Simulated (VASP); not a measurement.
Input:

```
CELL_PARAMETERS angstrom
      0.00000     2.55920     2.55920
      2.55920     0.00000     2.55920
      2.55920     2.55920     0.00000
ATOMIC_POSITIONS crystal
  Zr 0.00000 0.00000 0.00000
  O  0.25000 0.25000 0.25000
  O  0.75000 0.75000 0.75000
```

Computed with PBE GGA, VASP's PBE PAW potentials (set 64) (plane waves; VASP). Settings: 520 eV cut-off, 8×8×8 Γ-centred mesh, Gaussian smearing of 0.050 eV, potentials Zr_sv O.

Task: The job: ZrO$_{2}$ (fluorite), 3 atoms, PBE, static run, 520 eV, 8×8×8 Γ-centred mesh. Roughly how much core time does it take on a busy server core?

Result: About 10 core-seconds (one run on a shared machine, a rough figure). It had 29 irreducible k-points, 16 bands, up to 934 plane waves and 16 electronic steps.

The compound is ZrO2 in the fluorite structure, the high-temperature cubic form, which is unstable at 0 K; the monoclinic form is the stable one. It was relaxed first.
